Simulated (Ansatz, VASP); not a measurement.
**SbAs: VASP beside Ansatz**

One calculation is typed for both programs; each brings its own data sets. How far apart do they land? The cell is generated by rule, not measured, and may not be a known phase. The cell is taken from a series of runs on this material, whose earlier steps may have relaxed, scaled, displaced or heated it; both programs get it as it stands.

Program: Ansatz 0.2.0. Level of theory: plane waves, with VASP 6.6.1 beside it; relaxation of cell and atoms at PBEsol. Results are calculated unless marked as measured.

The structure was built from a prototype and need not be the compound's stable phase.

### Step 1. The structure

It takes space group Pmm2 (No. 25, orthorhombic). Conventional cell: a = 3.888 Å, b = 7.848 Å, c = 7.527 Å, α = 90.00°, β = 90.00°, γ = 90.00°. Nearest to Sb lie 4 As at 2.73 to 3.14 Å. Nearest to Sb lie 4 As at 2.63 to 2.84 Å. Nearest to Sb lie 4 As at 2.64 to 2.99 Å. Nearest to As lie 4 Sb at 2.73 to 2.99 Å and 1 As at 2.86 Å. Nearest to As lie 4 Sb at 2.63 to 3.14 Å. Nearest to As lie 4 Sb at 2.64 to 2.73 Å. Farther neighbours are not listed.

Structure file:

```cif
data_structure
_symmetry_space_group_name_H-M 'P 1'
_symmetry_Int_Tables_number 1
_cell_length_a 3.8876
_cell_length_b 7.8475
_cell_length_c 7.5266
_cell_angle_alpha 90.000
_cell_angle_beta 90.000
_cell_angle_gamma 90.000
_cell_volume 229.62
loop_
_atom_site_label
_atom_site_type_symbol
_atom_site_fract_x
_atom_site_fract_y
_atom_site_fract_z
_atom_site_occupancy
Sb1 Sb 0.00000 0.79668 0.01483 1
Sb2 Sb 0.00000 0.20332 0.01483 1
Sb3 Sb 0.50000 0.00000 0.42021 1
Sb4 Sb 0.50000 0.50000 0.58816 1
As5 As 0.50000 0.68221 0.24002 1
As6 As 0.50000 0.31779 0.24002 1
As7 As 0.00000 0.00000 0.65628 1
As8 As 0.00000 0.50000 0.82567 1
```

### Step 2. VASP: relaxation of cell and atoms, PBEsol

The relaxed volume is the usual yardstick between codes: in a stiff, nearly cubic crystal its relative difference is about their pressure difference at one cell divided by the bulk modulus.

Lines of VASP's logs that name or quote its potential files are left out, and so is its time.

INCAR reads:

```
SYSTEM = SbAs
PREC = Accurate
ENCUT = 500
EDIFF = 1E-07
NELM = 120
ISMEAR = 1
SIGMA = 0.2
LREAL = .FALSE.
ALGO = Normal
GGA = PS
NBANDS = 28
LORBIT = 11
LWAVE = .FALSE.
LCHARG = .FALSE.
ISIF = 3
IBRION = 2
NSW = 80
EDIFFG = -0.005
LASPH = .TRUE.
GGA_COMPAT = .FALSE.
NELMIN = 4
KPAR = 2
```

POSCAR reads:

```
SbAs
1.0
    3.8875620000      0.0000000000      0.0000000000
    0.0000000000      7.8475400000      0.0000000000
    0.0000000000      0.0000000000      7.5266310000
Sb As
4 4
Direct
    0.0000000000      0.7966846935      0.0148284139
    0.0000000000      0.2033153065      0.0148284139
    0.5000000000      0.0000000000      0.4202136387
    0.5000000000      0.5000000000      0.5881551786
    0.5000000000      0.6822076090      0.2400166821
    0.5000000000      0.3177923910      0.2400166821
    0.0000000000      0.0000000000      0.6562751648
    0.0000000000      0.5000000000      0.8256655601
```

KPOINTS reads:

```
Automatic mesh
0
Gamma
10 6 6
0 0 0
```

Potentials, in the order of the species: Sb and As (PBE family, release 64).

Run with:

```console
> mpirun -np 2 vasp_std
```

Numbers of over 12 decimals in the logs are rounded to 6 here.

What it wrote:

```text
[banner, memory and clock lines left out]
running    2 mpi-ranks, on    1 nodes
 distrk:  each k-point on    1 cores,    2 groups
 distr:  one band on    1 cores,    1 groups

 POSCAR found type information on POSCAR SbAs
 POSCAR found :  2 types and       8 ions
|                                                                             |
|               ----> ADVICE to this user running VASP <----                  |
|                                                                             |
|     You enforced a specific xc type in the INCAR file but a different       |
|     [... a line on the potential file left out ...]
|     I HOPE YOU KNOW WHAT YOU ARE DOING!                                     |
|                                                                             |

 LDA part: xc-table for (Slater+PW92), standard interpolation
 POSCAR, INCAR and KPOINTS ok, starting setup
 FFT: planning ... GRIDC
 FFT: planning ... GRID_SOFT
 FFT: planning ... GRID
 WAVECAR not read
 entering main loop
       N       E                     dE             d eps       ncg     rms          rms(c)
DAV:   1     0.188117270560E+03    0.18812E+03   -0.13898E+04  5376   0.111E+03
DAV:   2    -0.183437784779E+02   -0.20646E+03   -0.20084E+03  6520   0.179E+02
DAV:   3    -0.365920968776E+02   -0.18248E+02   -0.17910E+02  6656   0.576E+01
DAV:   4    -0.369937561970E+02   -0.40166E+00   -0.39898E+00  6776   0.896E+00
DAV:   5    -0.370002813096E+02   -0.65251E-02   -0.65139E-02  6856   0.123E+00    0.627E+00
DAV:   6    -0.366770219123E+02    0.32326E+00   -0.79212E-01  6624   0.311E+00    0.386E+00
DAV:   7    -0.366446527508E+02    0.32369E-01   -0.20860E-01  6068   0.172E+00    0.112E+00
DAV:   8    -0.366375908157E+02    0.70619E-02   -0.14752E-02  6976   0.536E-01    0.266E-01
DAV:   9    -0.366373394978E+02    0.25132E-03   -0.35421E-03  6272   0.265E-01    0.868E-02
DAV:  10    -0.366373727983E+02   -0.33300E-04   -0.22759E-04  6788   0.653E-02    0.472E-02
DAV:  11    -0.366373879281E+02   -0.15130E-04   -0.60997E-05  6788   0.325E-02    0.111E-02
DAV:  12    -0.366373888625E+02   -0.93436E-06   -0.16770E-05  6676   0.183E-02    0.562E-03
DAV:  13    -0.366373891944E+02   -0.33195E-06   -0.17624E-06  6204   0.623E-03    0.197E-03
DAV:  14    -0.366373893034E+02   -0.10904E-06   -0.18533E-07  4116   0.199E-03    0.711E-04
DAV:  15    -0.366373893100E+02   -0.65684E-08   -0.61359E-08  3524   0.119E-03
   1 F= -.36637389E+02 E0= -.36640741E+02  d E =-.366374E+02
[... from here on, the cycles between the ionic steps are left out ...]
   2 F= -.36638839E+02 E0= -.36642302E+02  d E =-.144939E-02
   3 F= -.36638907E+02 E0= -.36642354E+02  d E =-.151768E-02
   7 F= -.36642983E+02 E0= -.36646582E+02  d E =-.101958E-02
   8 F= -.36643990E+02 E0= -.36647660E+02  d E =-.202653E-02
   9 F= -.36644349E+02 E0= -.36648052E+02  d E =-.359359E-03
  10 F= -.36644401E+02 E0= -.36648124E+02  d E =-.411597E-03
  11 F= -.36644619E+02 E0= -.36648382E+02  d E =-.218080E-03
  12 F= -.36644659E+02 E0= -.36648442E+02  d E =-.257931E-03
  13 F= -.36644809E+02 E0= -.36648610E+02  d E =-.149762E-03
  14 F= -.36644911E+02 E0= -.36648737E+02  d E =-.251576E-03
  15 F= -.36644942E+02 E0= -.36648768E+02  d E =-.308964E-04
  16 F= -.36644942E+02 E0= -.36648769E+02  d E =-.312260E-04
  17 F= -.36644948E+02 E0= -.36648775E+02  d E =-.375173E-04
 curvature:  -1.74 expect dE=-0.179E-04 dE for cont linesearch -0.911E-10
 trial: gam= 0.28449 g(F)=  0.451E-05 g(S)=  0.578E-05 ort =-0.554E-07 (trialstep = 0.140E+01)
 search vector abs. value=  0.150E-04
 bond charge predicted
       N       E                     dE             d eps       ncg     rms          rms(c)
DAV:   1    -0.366449666618E+02   -0.18359E-04   -0.60846E-04  5384   0.100E-01    0.167E-02
DAV:   2    -0.366449592952E+02    0.73666E-05   -0.29669E-05  6444   0.224E-02    0.919E-03
DAV:   3    -0.366449557407E+02    0.35545E-05   -0.93699E-06  6124   0.111E-02    0.212E-03
DAV:   4    -0.366449557711E+02   -0.30372E-07   -0.45354E-07  6388   0.300E-03
  18 F= -.36644956E+02 E0= -.36648787E+02  d E =-.747334E-05
 trial-energy change:   -0.000007  1 .order   -0.000007   -0.000014    0.000000
 step:   1.3665(harm=  1.3591)  dis= 0.00048  next Energy=   -36.644956 (dE=-0.748E-05)
 reached required accuracy - stopping structural energy minimisation
```

From OUTCAR (step 2):

```text
ion  position               nearest neighbor table
   1  0.000  0.797  0.015-   8 2.73   5 2.73   5 2.73   7 3.14   2 3.19
   2  0.000  0.203  0.015-   8 2.73   6 2.73   6 2.73   7 3.14   1 3.19
   3  0.500  0.000  0.420-   7 2.63   7 2.63   5 2.84   6 2.84
   4  0.500  0.500  0.588-   8 2.64   8 2.64   5 2.99   6 2.99
   5  0.500  0.682  0.240-   1 2.73   1 2.73   3 2.84   6 2.86   4 2.99
   6  0.500  0.318  0.240-   2 2.73   2 2.73   3 2.84   5 2.86   4 2.99
   7  0.000  0.000  0.656-   3 2.63   3 2.63   1 3.14   2 3.14
   8  0.000  0.500  0.826-   4 2.64   4 2.64   1 2.73   2 2.73

  LATTYP: Found a simple orthorhombic cell.
 ALAT       =     3.8875620000
 B/A-ratio  =     1.9360799905
 C/A-ratio  =     2.0186276129

 Subroutine GETGRP returns: Found  4 space group operations
 (whereof  4 operations were pure point group operations)

The static configuration has the point symmetry C_2v.

 Found     96 irreducible k-points:

   k-points           NKPTS =     96   k-points in BZ     NKDIM =     96   number of bands    NBANDS=     28

   dimension x,y,z NGX =    28 NGY =   60 NGZ =   56
   dimension x,y,z NGXF=    56 NGYF=  120 NGZF=  112

   ENCUT  =  500.0 eV  36.75 Ry    6.06 a.u.   7.09 14.31 13.72*2*pi/ulx,y,z

   NELECT =      40.0000    total number of electrons

 k-points in reciprocal lattice and weights: Automatic mesh
   0.00000000  0.00000000  0.00000000       0.003
   0.10000000  0.00000000  0.00000000       0.006
   0.20000000  0.00000000  0.00000000       0.006
   0.30000000  0.00000000  0.00000000       0.006
   0.40000000  0.00000000  0.00000000       0.006
   0.50000000  0.00000000  0.00000000       0.003
   0.00000000  0.16666667  0.00000000       0.006
   0.10000000  0.16666667  0.00000000       0.011
   0.20000000  0.16666667  0.00000000       0.011
[...]
0.40000000  0.50000000  0.50000000       0.006
   0.50000000  0.50000000  0.50000000       0.003

 average (electrostatic) potential at core
       1 -87.7215       2 -87.7215       3 -87.8224       4 -87.4980       5 -49.7092
       6 -49.7092       7 -49.3337       8 -49.7931

 E-fermi :   5.1894

 k-point     1 :       0.0000    0.0000    0.0000
  band No.  band energies     occupation
    ...
     17       3.8590      2.00000
     18       4.2464      2.00000
     19       4.7612      2.00989
     20       5.0841      1.76836
     21       5.1704      1.16002
     22       5.5263     -0.03845
     23       6.4089     -0.00000
     24       6.5750     -0.00000
     25       6.7275     -0.00000
     26       7.2391     -0.00000
    ...

 k-point     2 :       0.1000    0.0000    0.0000
  band No.  band energies     occupation
    ...
     16       3.5657      2.00000
     17       3.6891      2.00000
     18       4.5917      2.00020
     19       4.8143      2.02340
     20       5.1221      1.53550
     21       5.3257      0.09328
     22       5.4609     -0.06641
     23       5.9479     -0.00000
     24       6.9235     -0.00000
     25       7.0903     -0.00000
    ...

 k-point     3 :       0.2000    0.0000    0.0000
  band No.  band energies     occupation
    ...
     16       3.3091      2.00000
     17       3.5619      2.00000
     18       4.6646      2.00131
     19       4.7881      2.01565
     20       4.9601      2.06882
     21       5.2696      0.37788
     22       5.2696      0.37768
     23       5.4951     -0.05270
     24       7.0966     -0.00000
     25       7.3540     -0.00000
    ...

  Total        0.0040397      0.0185963      0.0226297      0.0000000      0.0000000      0.0000000
  in kB        0.0281179      0.1294357      0.1575092      0.0000000      0.0000000      0.0000000
  external PRESSURE =       0.1050209 kB  Pullay stress =       0.0000000 kB

  energy-cutoff  :      500.00
  volume of cell :      230.19
      direct lattice vectors                 reciprocal lattice vectors
     3.893585855  0.000000000  0.000000000     0.256832657  0.000000000  0.000000000
     0.000000000  7.797991985  0.000000000     0.000000000  0.128238142  0.000000000
     0.000000000  0.000000000  7.581409091     0.000000000  0.000000000  0.131901601

 POSITION                                       TOTAL-FORCE (eV/Angst)
 -----------------------------------------------------------------------------------
      3.89359      6.21195      0.10129         0.000000      0.000832     -0.000125
      0.00000      1.58604      0.10129         0.000000     -0.000832     -0.000125
      1.94679      0.00000      3.23630         0.000000      0.000000      0.003337
      1.94679      3.89900      4.42394         0.000000      0.000000     -0.003449
      1.94679      5.34598      1.82062         0.000000      0.000302     -0.000570
      1.94679      2.45202      1.82062         0.000000     -0.000302     -0.000570
      0.00000      0.00000      5.01908         0.000000      0.000000      0.002606
      0.00000      3.89900      6.22108         0.000000      0.000000     -0.001105
 -----------------------------------------------------------------------------------
    total drift:                               -0.000000     -0.000000      0.000322

  FREE ENERGIE OF THE ION-ELECTRON SYSTEM (eV)
  ---------------------------------------------------
  free  energy   TOTEN  =       -36.6449557711 eV

  energy  without entropy=      -36.6564503757  energy(sigma->0) =      -36.64878731

 reached required accuracy - stopping structural energy minimisation

 total charge
# of ion       s       p       d       tot
------------------------------------------
    1        1.238   1.097   0.043   2.377
    2        1.238   1.097   0.043   2.377
    3        1.205   1.124   0.048   2.378
    4        1.231   1.117   0.036   2.384
    5        1.318   1.332   0.037   2.687
    6        1.318   1.332   0.037   2.687
    7        1.299   1.369   0.028   2.696
    8        1.287   1.410   0.041   2.739
--------------------------------------------------
tot         10.133   9.878   0.315  20.326

[... 3 further parts left out ...]
```

CONTCAR:

```
SbAs
   1.00000000000000
     3.8935858552324110    0.0000000000000000    0.0000000000000000
     0.0000000000000000    7.7979919850707651    0.0000000000000000
     0.0000000000000000    0.0000000000000000    7.5814090914994008
  Sb              As
     4     4
Direct
     1.0000000000000000    0.7966087675719697    0.0133599619621135
     0.0000000000000000    0.2033912324280303    0.0133599619621135
     0.5000000000000000    0.0000000000000000    0.4268732952188720
     0.5000000000000000    0.5000000000000000    0.5835244741968256
     0.5000000000000000    0.6855579646816135    0.2401432826675417
     0.5000000000000000    0.3144420353183867    0.2401432826675417
     0.0000000000000000    0.0000000000000000    0.6620249668723867
     0.0000000000000000    0.5000000000000000    0.8205705086525938
```

The run keeps the 4 symmetry operations of its start, so it cannot find a distortion of lower symmetry.

(Continued in part 2 of 2.)

[Lines on the potential files, build, host, timing and source positions are cut from VASP's logs without a mark.]

[Logs are printed without paths, hosts, clocks, repeated set-up lines and the standing remarks that a program may print on its own settings, such as how far it seeks lower states.]

[Hosts, paths, dates, database ids (printed as entryN), source tags and the programs' standing remarks are cut or masked in the printed files.]
